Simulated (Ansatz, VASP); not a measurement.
# Cross-check of Ti4P (P/Ti(0001)) between VASP and Ansatz

Wanted: the spread between two codes on one cell, functional and k mesh. The structure shown is the end of the Ansatz relaxation below.

Program: Ansatz 0.2.0. Level of theory: plane waves, with VASP 6.6.1 beside it; single point at PBE. Results are calculated unless marked as measured.

### Step 1. The structure

The cell holds 5 atoms: 4 Ti and 1 P. Its edges and angles: a = 2.950 Å, b = 2.950 Å, c = 27.080 Å, α = 90.0°, β = 90.0°, γ = 60.0°. Vacuum lies along c.

### Step 2. Ansatz: relaxation, PBE

Ansatz runs on its default PAW (the set named soft_2) files.

This run makes the geometry at which the two programs are then compared.

File input.yaml:

```yaml
crystal:
  lattice:
    - [2.95, 0.0, 0.0]
    - [1.475, 2.5547749412, 0.0]
    - [0.0, 0.0, 27.0804953599]
  atoms:
    - { symbol: Ti, position: [0.6666666667, 0.6666666667, 0.3323425174] }
    - { symbol: Ti, position: [0.0, 0.0, 0.4188365038] }
    - { symbol: Ti, position: [0.6666666667, 0.6666666667, 0.5078416635] }
    - { symbol: Ti, position: [0.0, 0.0, 0.587924204] }
    - { symbol: P, position: [0.3333333333, 0.3333333333, 0.6676574826] }
kpoints:
  mp_grid: { grid: [12, 12, 1] }
hamiltonian:
  xc: pbe
scf:
  occupations: { method: fermi_dirac, width: 0.1 }
  convergence: { dr2_threshold: 1.0e-08 }
efield:
  axis: 3
  dipole_correction: true
  ramp_position: 0.97
  ramp_width: 0.06
relax:
  f_tol: 0.02
  max_steps: 60
  constraints: [{ sites: [0, 1] }]
output:
  write_potential: true
  write_density: true
  volumetric_format: npy
```

Run with:

```bash
> ansatz run input.yaml --threads 4 --pin off --max-ram 16384MiB --backend cpu --events-out ev --progress --plain --runs-dir out
```

Numbers of over 12 decimals in the logs are rounded to 6 here.

Output:

```text
Engine: ansatz 0.2.0, aarch64-unknown-linux-gnu
Pseudopotentials: kind: paw
Pseudopotential: Ti, paw, valence charge 12, recommended cutoff 420 eV (normal), Ti.paw.azcp
Pseudopotential: P, paw, valence charge 5, recommended cutoff 420 eV (normal), P.paw.azcp
Functional definition: PBE
  parameter kappa = 0.804
  parameter beta = 0.066725
  exchange = pbe_x(kappa = kappa, mu = beta*pi^2/3)
  correlation = pbe_c(beta = beta)
Crystal: 5 atoms, lattice volume = 204.094 Å³
Basis set: ecut = 420 eV, 3919 PW (Γ), exchange–correlation on 40×40×384 points (8 copies of the dense FFT grid, shifted against one another)
Bands: 32, of which v1, the nominal top of the filled ones, is band 27 counted from 1 (26 counted from 0)
Symmetry: 6 space group operations
Space group: P3m1 (ITA 156), of the structure as read, at distance tolerance 5.9e-5 Å
k-points: 19 of 144 (time reversal used)
Non-local potential: Ti, projectors of the file, l = 0: 3, l = 1: 2, l = 2: 3, l = 3: 1
Non-local potential: P, projectors of the file, l = 0: 2, l = 1: 2, l = 2: 2
PAW form: soft (Blöchl's): semilocal exchange-correlation on the pseudo side does not see the compensation charge
PAW one-centre angular grid: Ti, 590 points (default); XC on 64 Gauss nodes
PAW one-centre angular grid: P, 110 points (default); XC on 64 Gauss nodes
Initial density: superposition of atomic densities (neutral atoms: chi_scale 0, normalization atom), corrected by the library's trained network
Initial wavefunctions: pseudopotential atomic-orbital guess
Functional: x = pbe(κ = 0.804, μ = 0.219515), c = pbe(β = 0.066725)
SCF iter   1: F=—  HF=-10753.595715 eV  |F-HF|=—  |Δ(HF+E_count)|=         —  Δρ=1.52e-2  dr2=1.34e1  ethr=1.77e-3  p=-0.062 e·Å  D=-5.47e-2 V/Å  ΔV_dip=1.48 eV  dr2_dipole=6.25e0  V_vac-E_F(+/−)=5.44/3.96 eV  ⟨swp⟩=8.5  Hψ=2884  notcnv=0
efield: sawtooth ramp at fractional position 0.9700 (set: `efield.ramp_position`, or a place that a band, a saddle search or an elastic batch's reference lends), width 0.0600; the density the first Hamiltonian is built on has a dipole p = -0.062 e·Å; the dipole correction subtracts the counter field D = -5.47e-2 V/Å, which shifts the + side's vacuum level by +1.48 eV against the − side's; the planar-averaged density in the ramp window peaks in size at 3.3e-5 e/Å³
preconditioner: auto → LDOS  [metal: Δε(μ)=0.020 eV  Ē_g=3.060 eV  σ=0.100 eV  W_gap=0.05  n_scr=18 (ndim 8)  ℏωp=11.9 eV  f_vac=0.520  D(μ)=7.24/eV (n_scr^D=50)  β→1.0]
SCF iter   2: F=—  HF=-10753.468989 eV  |F-HF|=—  |Δ(HF+E_count)|=   1.27e-1  Δρ=4.99e-3  dr2=1.22e-1  ethr=1.77e-3  p=-0.056 e·Å  D=-4.95e-2 V/Å  ΔV_dip=1.34 eV  dr2_dipole=2.07e-3  V_vac-E_F(+/−)=5.72/4.38 eV  ⟨swp⟩=2.3  Hψ=844  notcnv=0
SCF iter   3: F=—  HF=-10753.467597 eV  |F-HF|=—  |Δ(HF+E_count)|=   1.39e-3  Δρ=2.91e-3  dr2=5.99e-2  ethr=2.30e-4  p=-0.044 e·Å  D=-3.90e-2 V/Å  ΔV_dip=1.05 eV  dr2_dipole=8.77e-5  V_vac-E_F(+/−)=5.44/4.39 eV  ⟨swp⟩=2.1  Hψ=921  notcnv=0
SCF iter   4: F=—  HF=-10753.462861 eV  |F-HF|=—  |Δ(HF+E_count)|=   4.74e-3  Δρ=9.01e-4  dr2=4.69e-3  ethr=1.13e-4  p=-0.050 e·Å  D=-4.42e-2 V/Å  ΔV_dip=1.20 eV  dr2_dipole=6.18e-4  V_vac-E_F(+/−)=5.60/4.40 eV  ⟨swp⟩=2.0  Hψ=766  notcnv=0
SCF iter   5: F=—  HF=-10753.462556 eV  |F-HF|=—  |Δ(HF+E_count)|=   3.06e-4  Δρ=1.61e-4  dr2=2.77e-4  ethr=8.84e-6  p=-0.050 e·Å  D=-4.40e-2 V/Å  ΔV_dip=1.19 eV  dr2_dipole=1.93e-5  V_vac-E_F(+/−)=5.60/4.41 eV  ⟨swp⟩=2.1  Hψ=874  notcnv=0
SCF iter   6: F=—  HF=-10753.462561 eV  |F-HF|=—  |Δ(HF+E_count)|=   5.33e-6  Δρ=5.93e-5  dr2=1.83e-5  ethr=5.22e-7  p=-0.050 e·Å  D=-4.43e-2 V/Å  ΔV_dip=1.20 eV  dr2_dipole=2.46e-6  V_vac-E_F(+/−)=5.61/4.41 eV  ⟨swp⟩=2.1  Hψ=831  notcnv=0
SCF iter   7: F=—  HF=-10753.462584 eV  |F-HF|=—  |Δ(HF+E_count)|=   2.27e-5  Δρ=2.57e-5  dr2=2.17e-6  ethr=3.46e-8  p=-0.050 e·Å  D=-4.42e-2 V/Å  ΔV_dip=1.20 eV  dr2_dipole=2.28e-8  V_vac-E_F(+/−)=5.61/4.41 eV  ⟨swp⟩=2.4  Hψ=850  notcnv=0
SCF iter   8: F=—  HF=-10753.462673 eV  |F-HF|=—  |Δ(HF+E_count)|=   8.95e-5  Δρ=7.91e-6  dr2=2.01e-7  ethr=4.09e-9  p=-0.050 e·Å  D=-4.42e-2 V/Å  ΔV_dip=1.20 eV  dr2_dipole=2.09e-8  V_vac-E_F(+/−)=5.61/4.41 eV  ⟨swp⟩=2.3  Hψ=894  notcnv=0
SCF iter   9: F=—  HF=-10753.462673 eV  |F-HF|=—  |Δ(HF+E_count)|=   1.41e-7  Δρ=3.43e-6  dr2=5.43e-8  ethr=3.78e-10  p=-0.050 e·Å  D=-4.42e-2 V/Å  ΔV_dip=1.20 eV  dr2_dipole=4.71e-9  V_vac-E_F(+/−)=5.61/4.41 eV  ⟨swp⟩=3.0  Hψ=1206  notcnv=0
SCF iter  10: F=-10753.462673 eV  HF=-10753.462673 eV  |F-HF|=5.94e-9  |Δ(HF+E_count)|=   1.43e-8  Δρ=9.41e-7  dr2=1.44e-9  ethr=1.89e-11  p=-0.050 e·Å  D=-4.42e-2 V/Å  ΔV_dip=1.20 eV  dr2_dipole=2.64e-11  V_vac-E_F(+/−)=5.61/4.41 eV  ⟨swp⟩=8.3  Hψ=4653  notcnv=0
SCF 1 converged in 10 iterations: F = -10753.462673 eV  dr2 = 1.44e-9
  greatest PAW one-centre occupation: 0.999 electrons in one spin orbital (limit 2), on the Ti atom at site 2 (counted from 0), in its partial waves of l = 0
[...]
relax step   2: F+E_penalty+E_count = -10753.52166743 eV  Δ(F+E_penalty+E_count) = -5.899e-2 eV  max|allowed force component| = 6.102e-1 eV/Å  Δτ_max = 0.1266 Å  (10 SCF iters, accepted)
[...]
relax step   3: F+E_penalty+E_count = -10753.54243155 eV  Δ(F+E_penalty+E_count) = -2.076e-2 eV  max|allowed force component| = 9.881e-2 eV/Å  Δτ_max = 0.0485 Å  (8 SCF iters, accepted)
[...]
relax step   4: F+E_penalty+E_count = -10753.54321264 eV  Δ(F+E_penalty+E_count) = -7.811e-4 eV  max|allowed force component| = 1.594e-2 eV/Å  Δτ_max = 0.0238 Å  (7 SCF iters, accepted)
NSCF: frozen V_eff on 19 k-points
the band table was solved once a step of the walk had ended and its energy, with any forces and stress, was formed, with the checks that follow a solve (2892 applications of the Hamiltonian). They found nothing against the state; the energy, forces and stress were not computed again (output.eigenvalues in the input reference)
SCF converged after 7 iterations
Free energy (F): -10753.543213 eV
Harris-Foulkes:  -10753.543213 eV  (|F-HF|=3.40e-9)
Internal energy: -10753.306532 eV  (E = F + TS)
E sigma→0 (E₀):  -10753.424873 eV
Entropy (-TS):   -0.236680 eV (-47.336 meV/atom)
Fermi energy:    2.349016 eV
Dipole field:    D = -0.049030 V/Å  (p = -0.055301 e·Å, saw-weighted, corrected)
Work function:   Φ+ = 5.7401 eV   Φ− = 4.4124 eV
Levels:          The Fermi level and band energies are counted from a zero that moves with the ramp; work functions are not
--- Per-component energies (eV) ---
  E_band       = -1171.793841
  E_kinetic    = 1153.402725
  E_local      = -61429.133207  (includes V_loc(G=0)·N_el)
  E_nonlocal   = 66.387605
  E_hartree    = 30136.930070
  E_xc         = -448.255664
  E_vxc        = -544.394921  (∫ρ·V_xc dr)
  E_paw        = -4759.361548  (= ΣΔE_a)
  E_vpaw       = -690.601634  (= ΣTr[D̂ρ^β])
  E_aug_tail   = 0.000486  (compensation charges beyond the density's cutoff)
  E_efield     = 0.001356  (sawtooth field / dipole correction)
  E_vefield    = -1.306202  (∫n·V_field dr)
  E_ewald      = 24526.721645
  E_smearing   = -0.236680  (= −TS)
  E_closure    = -0.000000  (closes the sum)
  Σ components = -10753.543213   (vs F -10753.543213, Δ=0.00e0)
--- Forces (eV/Å), atoms counted from 1 ---
  atom   1  Ti    -0.00000000    -0.00000000     0.58386522
  atom   2  Ti     0.00000000     0.00000000    -0.58111799
  atom   3  Ti    -0.00000000    -0.00000000     0.00539719
  atom   4  Ti     0.00000000     0.00000000     0.00780414
  atom   5  P      0.00000000     0.00000000    -0.01594186
  max |Σ_I F_I| component: 6.70e-6 eV/Å
--- Band table (eV; the first three rows and the last of 19) ---
  k-point 0: bands = [... 23 lower, 2.7463, 2.7503, 3.0425, 3.0425, 3.1284, 3.1284, 3.1648, 3.1669, ... 1 higher]
  k-point 1: bands = [... 23 lower, 2.5241, 2.6849, 2.8464, 2.9144, 3.0804, 3.1451, 3.2311, 3.2878, ... 1 higher]
  k-point 2: bands = [... 23 lower, 2.1555, 2.3201, 2.5417, 2.6390, 2.8959, 3.2217, 3.3663, 3.4192, ... 1 higher]
  k-point 18: bands = [... 23 lower, 1.1759, 1.3002, 1.6722, 1.8684, 2.3227, 2.4031, 2.4512, 2.6374, ... 1 higher]
--- Relaxed structure (4 steps of the walk, 4 accepted, 0 SCFs on fresh bases) ---
  F+E_penalty+E_count = -10753.54321264 eV   max|allowed force component| = 1.594e-2 eV/Å
  atoms:
    - { symbol: Ti, position: [0.666667, 0.666667, 0.3323425174] }
    - { symbol: Ti, position: [-1.850371707762447e-17, -1.8503717077624474e-17, 0.418837] }
    - { symbol: Ti, position: [0.666667, 0.666667, 0.506653] }
    - { symbol: Ti, position: [-1.7458920369766585e-17, -1.8503717077624496e-17, 0.591000] }
    - { symbol: P, position: [0.333333, 0.333333, 0.665642] }
```

### Step 3. VASP: single point, PBE, pair 1

The same cell, functional, mesh and smearing now go to VASP, with its own data sets.

Lines of VASP's logs that name or quote its potential files are left out, and so is its time.

File INCAR:

```
SYSTEM = Ti4P
PREC = Accurate
ENCUT = 400
EDIFF = 1E-06
NELM = 120
ISMEAR = -1
SIGMA = 0.1
LREAL = .FALSE.
ALGO = Normal
GGA = PE
NBANDS = 32
LASPH = .TRUE.
LORBIT = 11
LWAVE = .FALSE.
LCHARG = .FALSE.
ISIF = 2
LDIPOL = .TRUE.
IDIPOL = 3
DIPOL = 0.5 0.5 0.504
LVHAR = .TRUE.
GGA_COMPAT = .FALSE.
NELMDL = -8
KPAR = 4
```

File POSCAR:

```
Ti4P
1.0
    2.9500000000      0.0000000000      0.0000000000
    1.4750000000      2.5547749412      0.0000000000
    0.0000000000      0.0000000000     27.0804953599
Ti P
4 1
Direct
    0.6666666666      0.6666666666      0.3323425174
    1.0000000000      1.0000000000      0.4188365038
    0.6666666666      0.6666666666      0.5066531347
    1.0000000000      1.0000000000      0.5909996509
    0.3333333333      0.3333333333      0.6656420585
```

File KPOINTS:

```
Automatic mesh
0
Gamma
12 12 1
0 0 0
```

PAW data sets: Ti_sv and P (PBE family, release 64).

Run with:

```bash
> mpirun -np 4 vasp_std
```

Output:

```text
[banner, memory and clock lines left out]
running    4 mpi-ranks, on    1 nodes
 distrk:  each k-point on    1 cores,    4 groups
 distr:  one band on    1 cores,    1 groups

 POSCAR found type information on POSCAR TiP
 POSCAR found :  2 types and       5 ions
 LDA part: xc-table for (Slater+PW92), standard interpolation
 POSCAR, INCAR and KPOINTS ok, starting setup
 FFT: planning ... GRIDC
 FFT: planning ... GRID_SOFT
 FFT: planning ... GRID
 WAVECAR not read
 entering main loop
       N       E                     dE             d eps       ncg     rms          rms(c)
DAV:   1     0.556609567884E+03    0.55661E+03   -0.25923E+04  1512   0.140E+03
DAV:   2     0.392651177995E+02   -0.51734E+03   -0.50972E+03  1328   0.469E+02
DAV:   3    -0.289099358957E+02   -0.68175E+02   -0.67143E+02  2064   0.147E+02
DAV:   4    -0.404764464956E+02   -0.11567E+02   -0.11493E+02  1840   0.512E+01
DAV:   5    -0.414713429646E+02   -0.99490E+00   -0.99441E+00  1936   0.138E+01
DAV:   6    -0.414988002926E+02   -0.27457E-01   -0.27451E-01  1888   0.269E+00
DAV:   7    -0.414997739212E+02   -0.97363E-03   -0.97354E-03  1960   0.404E-01
DAV:   8    -0.414997936568E+02   -0.19736E-04   -0.19730E-04  1712   0.680E-02    0.176E+01
DAV:   9    -0.136750627413E+03   -0.95251E+02   -0.90791E+02  2048   0.111E+02    0.487E+01
DAV:  10    -0.340989252759E+02    0.10265E+03   -0.77604E+02  1800   0.623E+01    0.193E+01
DAV:  11    -0.390539123060E+02   -0.49550E+01   -0.19720E+02  1680   0.625E+01    0.121E+01
DAV:  12    -0.373622960978E+02    0.16916E+01   -0.35284E+01  1720   0.253E+01    0.767E+00
DAV:  13    -0.362753667083E+02    0.10869E+01   -0.91255E+00  1840   0.118E+01    0.496E+00
DAV:  14    -0.364506959788E+02   -0.17533E+00   -0.69785E+00  1808   0.102E+01    0.432E+00
[...]
DAV:  28    -0.358862370534E+02   -0.39060E-04   -0.14031E-05  1224   0.209E-02    0.907E-03
DAV:  29    -0.358862479638E+02   -0.10910E-04   -0.73553E-06  1176   0.116E-02    0.337E-03
DAV:  30    -0.358862597513E+02   -0.11788E-04   -0.13060E-06  1024   0.663E-03    0.275E-03
DAV:  31    -0.358862676970E+02   -0.79457E-05   -0.27778E-06  1144   0.795E-03    0.178E-03
DAV:  32    -0.358862723587E+02   -0.46618E-05   -0.60286E-07   936   0.458E-03    0.140E-03
DAV:  33    -0.358862749170E+02   -0.25583E-05   -0.19305E-07   864   0.234E-03    0.878E-04
DAV:  34    -0.358862781053E+02   -0.31883E-05   -0.31804E-07   816   0.235E-03    0.474E-04
DAV:  35    -0.358862786572E+02   -0.55186E-06   -0.58864E-08   736   0.151E-03
   1 F= -.35886279E+02 E0= -.35767754E+02  d E =-.237050E+00
```

Parts of OUTCAR (step 3):

```text
ion  position               nearest neighbor table
   1  0.667  0.667  0.332-   2 2.90   2 2.90   2 2.90
   2  0.000  0.000  0.419-   1 2.90   1 2.90   1 2.90
   3  0.667  0.667  0.507-   4 2.85   4 2.85   4 2.85
   4  0.000  0.000  0.591-   5 2.64   5 2.64   5 2.64   3 2.85   3 2.85   3 2.85
   5  0.333  0.333  0.666-   4 2.64   4 2.64   4 2.64

  LATTYP: Found a hexagonal cell.
 ALAT       =     2.9500000000
 C/A-ratio  =     9.1798289355

 Subroutine GETGRP returns: Found  6 space group operations
 (whereof  6 operations were pure point group operations)

The static configuration has the point symmetry C_3v.

 Found     19 irreducible k-points:

   k-points           NKPTS =     19   k-points in BZ     NKDIM =     19   number of bands    NBANDS=     32

   dimension x,y,z NGX =    20 NGY =   20 NGZ =  180
   dimension x,y,z NGXF=    40 NGYF=   40 NGZF=  360

   ENCUT  =  400.0 eV  29.40 Ry    5.42 a.u.   4.81  4.81 44.16*2*pi/ulx,y,z

   NELECT =      53.0000    total number of electrons

 k-points in reciprocal lattice and weights: Automatic mesh
   0.00000000  0.00000000  0.00000000       0.007
   0.08333333 -0.00000000  0.00000000       0.042
   0.16666667  0.00000000  0.00000000       0.042
   0.25000000  0.00000000  0.00000000       0.042
   0.33333333  0.00000000  0.00000000       0.042
   0.41666667  0.00000000  0.00000000       0.042
   0.50000000  0.00000000  0.00000000       0.021
   0.16666667  0.08333333  0.00000000       0.042
   0.25000000  0.08333333  0.00000000       0.083
[...]
-0.41666667  0.25000000  0.00000000       0.083
  -0.33333333  0.33333333  0.00000000       0.014

 dipolmoment           0.000000      0.000000      0.054979 electrons x Angstroem

 average (electrostatic) potential at core
       1 -80.4457       2 -80.2570       3 -80.1833       4 -80.1853       5 -88.0727

 E-fermi :   0.5372

 k-point     1 :       0.0000    0.0000    0.0000
  band No.  band energies     occupation
    ...
     19      -4.3118      2.00000
     20      -3.3401      2.00000
     21      -2.3678      2.00000
     22      -0.7962      2.00000
     23       0.4333      1.47737
     24       0.9364      0.03626
     25       0.9390      0.03533
     26       1.2283      0.00199
     27       1.2283      0.00199
     28       1.3134      0.00085
    ...

 k-point     2 :       0.0833   -0.0000    0.0000
  band No.  band energies     occupation
    ...
     19      -4.1374      2.00000
     20      -3.1816      2.00000
     21      -2.2091      2.00000
     22      -0.7464      1.99999
     23       0.3900      1.62675
     24       0.7151      0.28880
     25       0.8712      0.06846
     26       1.0332      0.01393
     27       1.1008      0.00711
     28       1.2664      0.00136
    ...

 k-point     3 :       0.1667    0.0000    0.0000
  band No.  band energies     occupation
    ...
     21      -1.7907      2.00000
     22      -0.6738      1.99999
     23       0.1302      1.96641
     24       0.3446      1.74562
     25       0.5087      1.14173
     26       0.7289      0.25629
     27       0.8257      0.10574
     28       1.0822      0.00855
     29       1.4068      0.00033
     30       1.5514      0.00008
    ...

  Total       -2.9155450     -2.9155450     -1.8445610      0.0000000      0.0000000      0.0000000
  in kB      -22.8875374    -22.8875374    -14.4801259      0.0000000      0.0000000      0.0000000
  external PRESSURE =     -20.0850669 kB  Pullay stress =       0.0000000 kB

  energy-cutoff  :      400.00
  volume of cell :      204.09
      direct lattice vectors                 reciprocal lattice vectors
     2.950000000  0.000000000  0.000000000     0.338983051 -0.195711956  0.000000000
     1.475000000  2.554774941  0.000000000     0.000000000  0.391423911  0.000000000
     0.000000000  0.000000000 27.080495360     0.000000000  0.000000000  0.036926946

 POSITION                                       TOTAL-FORCE (eV/Angst)
 -----------------------------------------------------------------------------------
      2.95000      1.70318      9.00000         0.000000     -0.000000      0.590799
      0.00000      0.00000     11.34230        -0.000000     -0.000000     -0.579910
      2.95000      1.70318     13.72042        -0.000000      0.000000      0.001340
      0.00000      0.00000     16.00456        -0.000000     -0.000000      0.010375
      1.47500      0.85159     18.02592        -0.000000     -0.000000     -0.022605
 -----------------------------------------------------------------------------------
    total drift:                                0.000000      0.000000     -0.000325

  FREE ENERGIE OF THE ION-ELECTRON SYSTEM (eV)
  ---------------------------------------------------
  free  energy   TOTEN  =       -35.8862786572 eV

  energy  without entropy=      -35.6492289876  energy(sigma->0) =      -35.76775382

 vacuum level on the upper side and lower side of the slab         6.267         4.948

 total charge
# of ion       s       p       d       tot
------------------------------------------
    1        2.244   6.062   1.873  10.179
    2        2.240   6.118   1.860  10.218
    3        2.246   6.126   1.862  10.234
    4        2.221   6.143   1.883  10.247
    5        1.135   1.234   0.000   2.368
--------------------------------------------------
tot         10.086  25.683   7.478  43.247

[... 3 further parts left out ...]
```

This run has no spin polarisation. Its electron count is odd, so without a moment it is a metal by construction.

### Step 4. Side by side

Known differences besides the potentials themselves: the cutoff is 420 eV in Ansatz and 400 eV in VASP. Total energies have different zeros and are not compared.

Both answers:

```
                                   quantity  Ansatz  VASP  difference
 work function, lower of the two faces (eV)    4.41  4.41        0.00
work function, higher of the two faces (eV)    5.74  5.73       +0.01
```

Forces (eV/Å; atoms numbered as in POSCAR):

```
atom        Ansatz x, y, z          VASP x, y, z
 Ti1   0.000, 0.000, 0.584   0.000, 0.000, 0.591
 Ti2  0.000, 0.000, -0.581  0.000, 0.000, -0.580
 Ti3   0.000, 0.000, 0.005   0.000, 0.000, 0.001
 Ti4   0.000, 0.000, 0.008   0.000, 0.000, 0.010
  P5  0.000, 0.000, -0.016  0.000, 0.000, -0.023
```

The forces differ by 2.8 meV/Å r.m.s., which is 1.3 % of the r.m.s. force of 0.214 eV/Å (both taken over all components). With vacuum in the cell, a pressure given here is an average over mostly empty space and none of the material.

(Continued in part 2 of 2.)

[Lines on the potential files, build, host, timing and source positions are cut from VASP's logs without a mark.]

[Logs are printed without paths, hosts, clocks, repeated set-up lines and the standing remarks that a program may print on its own settings, such as how far it seeks lower states.]

[Hosts, paths, dates, database ids (printed as entryN), source tags and the programs' standing remarks are cut or masked in the printed files.]
